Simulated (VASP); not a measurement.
Mg6MnSi: equation of state with PBE

Crystal: Mg6MnSi.

```xyz
8
Lattice="4.7886 0.0000 0.0000 0.0000 3.0947 5.3043 0.0000 -3.0947 5.3043" Properties=species:S:1:pos:R:3 pbc="T T T"
Mn    0.0000    0.0000    8.7265
Si    2.3943    0.0000    7.2271
Mg    2.3943    0.0000    1.7688
Mg    2.3943    1.6010    4.3627
Mg    2.3943   -1.6010    4.3627
Mg    0.0000    0.0000    3.5457
Mg    0.0000    1.5146    6.2205
Mg    0.0000   -1.5146    6.2205
```

The cell comes from a database or a generator and needn't be the stable form of this composition.

| Item | Value |
| --- | --- |
| Program | VASP 6.6.1 |
| Task | equation of state |
| Functional | PBE |
| Potentials or basis | VASP PAW PBE potentials, release 64 (Mn_pv, Si, Mg) |
| Cutoff | 520 eV |
| k mesh | 6 × 5 × 5 |
| Occupations | fermi-dirac, width 0.05 eV |
| Spin | collinear spin, ferromagnetic start |
| Starting moments | [4.0, 0.0, 0.0, 0.0, 0.0, 0.0, 0.0, 0.0] μB |
| Further INCAR settings | ALGO = Normal; EDIFF = 1e-07; NBANDS = 28 |

| Quantity | Value |
| --- | --- |
| Equilibrium volume | 19.66 Å³/atom |
| Bulk modulus at fixed shape and positions | 46 GPa |
| Pressure derivative of the bulk modulus | 3.9 |

Energy against volume, from the lowest point:
```csv
volume (Å³/atom),energy (meV/atom)
18.473,11.21
18.866,4.83
19.259,1.18
19.652,0.00
20.045,1.07
20.438,4.17
20.831,9.12
```

All runs of the series together: 34 min on 1 thread of Intel(R) Xeon(R) 6975P-C (Granite Rapids), with other jobs on the host.

Caveat: the cell was scaled at fixed shape and fractional positions, which overstates the stiffness of a crystal with free parameters, most of all of layers and chains.
